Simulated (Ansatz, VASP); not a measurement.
## W (Tungsten) in two plane-wave programs

Wanted: the spread between two codes on one cell, functional and k mesh. The cell is taken from a series of runs on this material, whose earlier steps may have relaxed, scaled, displaced or heated it; both programs get it as it stands.

Program: Ansatz 0.2.0. Level of theory: plane waves, with VASP 6.6.1 beside it; elastic constants at LDA. Results are calculated unless marked as measured.

### Step 1. Set-up

It takes space group Im-3m (No. 229, cubic). The conventional cell has a = 3.136 Å, b = 3.136 Å, c = 3.136 Å, α = 90.00°, β = 90.00°, γ = 90.00°. Nearest to W lie 8 W at 2.72 Å.

Coordinates:

```cif
data_structure
_symmetry_space_group_name_H-M 'Im-3m'
_symmetry_Int_Tables_number 229
_cell_length_a 3.1356
_cell_length_b 3.1356
_cell_length_c 3.1356
_cell_angle_alpha 90.000
_cell_angle_beta 90.000
_cell_angle_gamma 90.000
_cell_volume 30.83
loop_
_atom_site_label
_atom_site_type_symbol
_atom_site_symmetry_multiplicity
_atom_site_Wyckoff_symbol
_atom_site_fract_x
_atom_site_fract_y
_atom_site_fract_z
_atom_site_occupancy
W1 W 2 a 0.00000 0.00000 0.00000 1
```

### Step 2. Ansatz: elastic constants, LDA

Ansatz runs on its PAW soft_1 files.

Elastic constants are differences of stresses under small strains, so they test the stress and the mesh.

Contents of input.yaml:

```yaml
crystal:
  lattice:
    - [-1.5678096215, 1.5678096215, 1.5678096215]
    - [1.5678096215, -1.5678096215, 1.5678096215]
    - [1.5678096215, 1.5678096215, -1.5678096215]
  atoms:
    - { symbol: W, position: [0.0, 0.0, 0.0] }
kpoints:
  mp_grid: { grid: [24, 24, 24] }
hamiltonian:
  xc: lda
  pseudopotentials: { kind: paw, azcp: { folder: soft_1 }, xc_functional: pbe }
scf:
  occupations: { method: fermi_dirac, width: 0.15 }
output:
  forces: true
  stress: true
  eigenvalues: true
elastic:
  mode: relaxed_ion
  amplitude: 0.01
```

Command:

```
$ ansatz run input.yaml --threads 4 --pin off --max-ram 15360MiB --backend cpu --events-out ev --progress --plain --runs-dir out
```

Numbers of over 12 decimals in the logs are rounded to 6 here.

Log:

```text
Engine: ansatz 0.2.0, aarch64-unknown-linux-gnu
Pseudopotentials: kind: paw
Pseudopotential: W, paw, valence charge 14, recommended cutoff 420 eV (normal), soft_1/W.paw.azcp
Functional definition: SPW92
  exchange = slater_x
  correlation = pw_c
Crystal: 1 atoms, lattice volume = 15.415 Å³
Basis set: ecut = 420 eV, 321 PW (Γ)
Bands: 11, of which v1, the nominal top of the filled ones, is band 7 counted from 1 (6 counted from 0)
Symmetry: 48 space group operations
Space group: Im-3m (ITA 229), of the structure as read, at distance tolerance 2.5e-5 Å
k-points: 413 of 13824
Non-local potential: W, projectors of the file, l = 0: 3, l = 1: 2, l = 2: 2, l = 3: 1
PAW form: soft (Blöchl's): semilocal exchange-correlation on the pseudo side does not see the compensation charge
PAW frozen core: W, regenerated for the run's functional, and the local potential with it (the file was generated under x = pbe(κ = 0.804, μ = 0.219515), c = pbe(β = 0.066725))
PAW one-centre angular grid: W, 590 points (default); XC on 64 Gauss nodes
Initial density: superposition of atomic densities (chi_scale 0.1, normalization cell)
Initial wavefunctions: pseudopotential atomic-orbital guess
Functional: x = slater, c = lda
SCF iter   1: F=—  HF=-10130.904573 eV  |F-HF|=—  |Δ(HF+E_count)|=         —  Δρ=6.09e-2  dr2=4.70e-1  ethr=3.10e-3  ⟨swp⟩=5.0  Hψ=23798  notcnv=0
preconditioner: auto → none  [metal: Δε(μ)=0.006 eV  Ē_g=9.487 eV  σ=0.150 eV  W_gap=0.01  n_scr=0 (ndim 8)  ℏωp=23.2 eV  f_vac=0.000  D(μ)=0.42/eV (n_scr^D=0)]
SCF iter   2: F=—  HF=-10130.715779 eV  |F-HF|=—  |Δ(HF+E_count)|=   1.89e-1  Δρ=2.16e-2  dr2=2.96e-2  ethr=3.10e-3  ⟨swp⟩=2.7  Hψ=10489  notcnv=0  defer=3
SCF iter   3: F=—  HF=-10130.705467 eV  |F-HF|=—  |Δ(HF+E_count)|=   1.03e-2  Δρ=6.05e-3  dr2=1.71e-3  ethr=2.11e-4  ⟨swp⟩=1.9  Hψ=5345  notcnv=0  defer=3
SCF iter   4: F=—  HF=-10130.704804 eV  |F-HF|=—  |Δ(HF+E_count)|=   6.63e-4  Δρ=1.70e-4  dr2=1.01e-6  ethr=1.22e-5  ⟨swp⟩=1.0  Hψ=4540  notcnv=0  defer=3
SCF iter   5: F=—  HF=-10130.704800 eV  |F-HF|=—  |Δ(HF+E_count)|=   3.50e-6  Δρ=2.79e-5  dr2=4.45e-8  ethr=7.23e-9  ⟨swp⟩=2.0  Hψ=7602  notcnv=0  defer=3
SCF iter   6: F=—  HF=-10130.704800 eV  |F-HF|=—  |Δ(HF+E_count)|=   1.88e-8  Δρ=1.19e-6  dr2=1.76e-10  ethr=3.18e-10  ⟨swp⟩=2.9  Hψ=7266  notcnv=0  defer=3
SCF iter   7: F=—  HF=-10130.704800 eV  |F-HF|=—  |Δ(HF+E_count)|=  8.91e-11  Δρ=1.10e-7  dr2=9.14e-13  ethr=1.26e-12  ⟨swp⟩=2.1  Hψ=7029  notcnv=0  defer=3
SCF iter   8: F=-10130.704800 eV  HF=-10130.704800 eV  |F-HF|=3.64e-12  |Δ(HF+E_count)|=  3.64e-12  Δρ=4.54e-9  dr2=6.79e-16  ethr=1.00e-12  ⟨swp⟩=4.0  Hψ=13753  notcnv=0
the search or the solves at the SCF's close seem to have found levels that the self-consistency loop had missed (the run counts 1). By its estimate they hold under 1e-12 electrons; where the run keeps them, the occupations were computed again with them
SCF 1 converged in 8 iterations: F = -10130.704800 eV  dr2 = 6.79e-16
  greatest PAW one-centre occupation: 0.999 electrons in one spin orbital (limit 2), on the W atom at site 0 (counted from 0), in its partial waves of l = 0
Crystal: 1 atoms, lattice volume = 15.107 Å³
Symmetry: 16 space group operations
k-points: 1063 of 13824
Initial density: handed on by an earlier stage of this run
Initial wavefunctions: those handed on with the density
iter 1 solved again at ethr=1.89e-6 eV; its pass at ethr=3.10e-3 eV (dr2=2.65e-4 eV) is discarded
SCF iter   1: F=—  HF=-10130.693442 eV  |F-HF|=—  |Δ(HF+E_count)|=         —  Δρ=2.15e-3  dr2=2.86e-4  ethr=1.89e-6  ⟨swp⟩=2.0  Hψ=81957  notcnv=0  defer=1
preconditioner: auto → none  [metal: Δε(μ)=0.015 eV  Ē_g=9.487 eV  σ=0.150 eV  W_gap=0.03  n_scr=0 (ndim 8)  ℏωp=23.4 eV  f_vac=0.000  D(μ)=0.46/eV (n_scr^D=0)]
[...]
SCF 2 converged in 7 iterations: F = -10130.693391 eV  dr2 = 1.85e-14
Crystal: 1 atoms, lattice volume = 15.723 Å³
[...]
SCF 5 converged in 4 iterations: F = -10130.702013 eV  dr2 = 1.61e-14
Crystal: 1 atoms, lattice volume = 15.413 Å³
Symmetry: 8 space group operations
k-points: 1963 of 13824
[...]
preconditioner: auto → none  [metal: Δε(μ)=0.003 eV  Ē_g=9.293 eV  σ=0.150 eV  W_gap=0.00  n_scr=0 (ndim 8)  ℏωp=23.2 eV  f_vac=0.000  D(μ)=0.46/eV (n_scr^D=0)]
[...]
SCF 6 converged in 7 iterations: F = -10130.701902 eV  dr2 = 2.21e-14
[...]
SCF iter   5: F=—  HF=-10130.701902 eV  |F-HF|=—  |Δ(HF+E_count)|=  4.37e-11  Δρ=2.39e-7  dr2=2.41e-12  ethr=8.46e-13 (applied; sched 1.00e-12)  ⟨swp⟩=2.0  Hψ=32862  notcnv=0  defer=1
SCF iter   6: F=-10130.701902 eV  HF=-10130.701902 eV  |F-HF|=7.28e-12  |Δ(HF+E_count)|=  3.64e-12  Δρ=2.64e-8  dr2=9.01e-14  ethr=1.00e-12  ⟨swp⟩=4.1  Hψ=65341  notcnv=0
SCF 7 converged in 6 iterations: F = -10130.701902 eV  dr2 = 9.01e-14
Crystal: 1 atoms, lattice volume = 15.414 Å³
SCF iter   1: F=—  HF=-10130.704076 eV  |F-HF|=—  |Δ(HF+E_count)|=         —  Δρ=3.04e-5  dr2=2.97e-9  ethr=1.00e-12  ⟨swp⟩=8.4  Hψ=168019  notcnv=0  defer=1
preconditioner: auto → none  [metal: Δε(μ)=0.005 eV  Ē_g=9.292 eV  σ=0.150 eV  W_gap=0.01  n_scr=0 (ndim 8)  ℏωp=23.2 eV  f_vac=0.000  D(μ)=0.46/eV (n_scr^D=0)]
SCF iter   2: F=—  HF=-10130.704076 eV  |F-HF|=—  |Δ(HF+E_count)|=   3.87e-8  Δρ=1.52e-5  dr2=7.39e-10  ethr=1.00e-12  ⟨swp⟩=1.0  Hψ=37313  notcnv=0  defer=1
SCF iter   3: F=—  HF=-10130.704076 eV  |F-HF|=—  |Δ(HF+E_count)|=   1.29e-8  Δρ=3.81e-8  dr2=1.64e-13  ethr=1.00e-12  ⟨swp⟩=1.0  Hψ=21589  notcnv=0  defer=1
SCF iter   4: F=-10130.704076 eV  HF=-10130.704076 eV  |F-HF|=1.82e-12  |Δ(HF+E_count)|=  3.64e-12  Δρ=7.76e-9  dr2=4.07e-15  ethr=1.00e-12  ⟨swp⟩=4.0  Hψ=64267  notcnv=0
SCF 8 converged in 4 iterations: F = -10130.704076 eV  dr2 = 4.07e-15
SCF iter   1: F=—  HF=-10130.704076 eV  |F-HF|=—  |Δ(HF+E_count)|=         —  Δρ=3.04e-5  dr2=2.97e-9  ethr=1.00e-12  ⟨swp⟩=8.8  Hψ=170474  notcnv=0  defer=1
SCF iter   2: F=—  HF=-10130.704076 eV  |F-HF|=—  |Δ(HF+E_count)|=   3.87e-8  Δρ=1.52e-5  dr2=7.39e-10  ethr=1.00e-12  ⟨swp⟩=1.0  Hψ=37320  notcnv=0  defer=1
SCF iter   3: F=—  HF=-10130.704076 eV  |F-HF|=—  |Δ(HF+E_count)|=   1.29e-8  Δρ=4.02e-8  dr2=1.83e-13  ethr=1.00e-12  ⟨swp⟩=1.0  Hψ=21587  notcnv=0  defer=1
SCF iter   4: F=-10130.704076 eV  HF=-10130.704076 eV  |F-HF|=0.00e0  |Δ(HF+E_count)|=  1.82e-12  Δρ=7.03e-9  dr2=3.37e-15  ethr=1.00e-12  ⟨swp⟩=4.0  Hψ=63761  notcnv=0
SCF 9 converged in 4 iterations: F = -10130.704076 eV  dr2 = 3.37e-15
SCF converged after 8 iterations
Free energy (F): -10130.704800 eV
Harris-Foulkes:  -10130.704800 eV  (|F-HF|=3.64e-12)
Internal energy: -10130.669553 eV  (E = F + TS)
E sigma→0 (E₀):  -10130.687177 eV
Entropy (-TS):   -0.035247 eV (-35.247 meV/atom)
Fermi energy:    22.790491 eV
--- Per-component energies (eV) ---
  E_band       = -79.226703
  E_kinetic    = 423.725115
  E_local      = -528.803895  (includes V_loc(G=0)·N_el)
  E_nonlocal   = -19.624211
  E_hartree    = 222.799204
  E_xc         = -266.506318
  E_vxc        = -232.302738  (∫ρ·V_xc dr)
  E_paw        = -8324.729255  (= ΣΔE_a)
  E_vpaw       = -167.819528  (= ΣTr[D̂ρ^β])
  E_aug_tail   = 0.000147  (compensation charges beyond the density's cutoff)
  E_ewald      = -1637.813589
  E_core_change = 0.283249  (= ΣΔE_core)
  E_smearing   = -0.035247  (= −TS)
  E_closure    = -0.000000  (closes the sum)
  Σ components = -10130.704800   (vs F -10130.704800, Δ=0.00e0)
--- Forces (eV/Å), atoms counted from 1 ---
  atom   1  W      0.00000000     0.00000000    -0.00000000
  max |Σ_I F_I| component: 1.36e-31 eV/Å
--- Stress (GPa, compression-positive) ---
        0.000015      -0.000000       0.000000
       -0.000000       0.000015       0.000000
       -0.000000       0.000000       0.000015
  P = ⅓ Tr σ = 0.0000 GPa (0.000 kbar)
--- Band table (eV; the first three rows and the last of 413) ---
  k-point 0: bands = [... 3 lower, -14.8153, 13.0298, 21.4669, 21.4669, 21.4669, 25.0286, 25.0286, 37.4426]
  k-point 1: bands = [... 3 lower, -14.8155, 13.1179, 21.4133, 21.4566, 21.5518, 24.9391, 25.0293, 37.5189]
  k-point 2: bands = [... 3 lower, -14.8159, 13.3765, 21.2600, 21.4163, 21.8051, 24.7165, 25.0337, 37.7292]
  k-point 412: bands = [... 3 lower, -15.8072, 16.7084, 16.7084, 28.1265, 28.1265, 28.1265, 31.3301, 31.3301]
--- Elastic constants: 2 strain directions × 4 members + reference (group order 48) ---
  dense FFT box of the reference and of every strained cell: 20×20×20
  strains applied: 11, 23; error gains: componentwise 1.00 (the most a stress slope's error grows in a printed constant), spectral 1.73 (1 for all six strains in a standard setting)
  C = ∂σ_k/∂η_j (tension-positive GPa; Voigt order 11 22 33 23 13 12):
       566.292    219.970    219.970      0.000     -0.000     -0.000
       219.970    566.292    219.970      0.000     -0.000      0.000
       219.970    219.970    566.292     -0.000      0.000     -0.000
         0.000     -0.000     -0.000    150.572     -0.000     -0.000
         0.000     -0.000     -0.000      0.000    150.572      0.000
        -0.000      0.000      0.000      0.000     -0.000    150.572
  reference stress σ⁰ (GPa):     -0.000     -0.000     -0.000     -0.000      0.000      0.000
  C* (energy form; C + prestress term) asymmetry max|C*_kj − C*_jk| = 2.842e-14 GPa — a small one proves nothing (zero by symmetry where the batch's group is 432, −43m or m−3m); a large one is finite-difference/SCF noise where every solve meets its electron count
  moduli (Voigt/Reuss/Hill, GPa): K = 335.41/335.41/335.41   G = 159.61/158.86/159.23   E = 412.44   ν = 0.295
  mechanically stable: yes (min eigenvalue of sym C = 150.57 GPa)
  strain η (Voigt 11):  stress-route row diagonal C_11 = 566.29 GPa, energy-path curvature d²(F+E_count+ΔE)/dδ²/Ω₀ = 566.29 GPa
    cells at ±δ against ±2δ: C31 220.20 and 220.90 GPa, apart by 0.12 % of the column's largest entry
         δ    σ_11 (GPa)             F (eV)   n_scf  n_hpsi   n_pw
    -2.000e-2     -12.1277      -10130.6933909       7  203605    321   relax 0 steps, max|allowed force component| 0.00e0 eV/Å
    -1.000e-2      -5.8620      -10130.7020126       4  172309    321   relax 0 steps, max|allowed force component| 0.00e0 eV/Å
     1.000e-2       5.4672      -10130.7021395       4  173607    321   relax 0 steps, max|allowed force component| 0.00e0 eV/Å
     2.000e-2      10.5514      -10130.6944040       6  184030    329   relax 0 steps, max|allowed force component| 0.00e0 eV/Å
  strain η (Voigt 23):  stress-route row diagonal C_44 = 150.57 GPa, energy-path curvature d²(F+E_count+ΔE)/dδ²/Ω₀ = 150.57 GPa
    cells at ±δ against ±2δ: C44 150.61 and 150.73 GPa, apart by 0.08 % of the column's largest entry
         δ    σ_23 (GPa)             F (eV)   n_scf  n_hpsi   n_pw
    -2.000e-2      -3.0147      -10130.7019016       7  394693    321   relax 0 steps, max|allowed force component| 0.00e0 eV/Å
    -1.000e-2      -1.5061      -10130.7040765       4  316370    321   relax 0 steps, max|allowed force component| 0.00e0 eV/Å
     1.000e-2       1.5061      -10130.7040765       4  314464    321   relax 0 steps, max|allowed force component| 0.00e0 eV/Å
     2.000e-2       3.0147      -10130.7019016       6  333812    321   relax 0 steps, max|allowed force component| 0.00e0 eV/Å
```

The column dr2 measures how far the density is from self-consistency, as an energy; F and HF (Harris–Foulkes) agree once it is small.

(Part 1 of 2 ends here.)

[Lines on the potential files, build, host, timing and source positions are cut from VASP's logs without a mark.]

[Logs are printed without paths, hosts, clocks, repeated set-up lines and the standing remarks that a program may print on its own settings, such as how far it seeks lower states.]

[Hosts, paths, dates, database ids (printed as entryN), source tags and the programs' standing remarks are cut or masked in the printed files.]
